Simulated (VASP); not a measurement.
```yaml
crystal:
  lattice:
    - [0.00000, 2.89967, 2.89967]
    - [2.89967, 0.00000, 2.89967]
    - [2.89967, 2.89967, 0.00000]
  atoms:
    - { symbol: Eu, position: [0.00000, 0.00000, 0.00000] }
    - { symbol: S, position: [0.50000, 0.50000, 0.50000] }
```

These are PBE GGA with D3 dispersion (Becke-Johnson damping), VASP's PBE PAW potentials (set 64) (plane waves; VASP) values and carry that method's errors. Settings: 520 eV cut-off, Gaussian smearing of 0.050 eV, potentials Eu_2 S.

The 4f electrons are frozen in the core of the lanthanide potential, so 4f levels, which can set the real gap, and their magnetism are missing.

Give the energies of bands 5 to 10 at the high-symmetry points, in eV from the valence-band maximum.

```csv
band,Γ,X,U,L,W
5,0.00,-1.34,-1.61,-2.98,-1.63
6,0.00,-0.42,-1.28,-1.45,-1.15
7,0.00,-0.42,-0.95,-1.45,-1.15
8,4.04,1.90,3.43,5.79,4.75
9,4.04,6.38,6.88,6.58,4.75
10,4.04,6.67,7.50,7.18,6.92
```

The gap is indirect, 1.90 eV, from the valence maximum at Γ to the conduction minimum at X.

The compound is EuS in the rock salt structure. It was relaxed first, which changed the volume by -8 %.
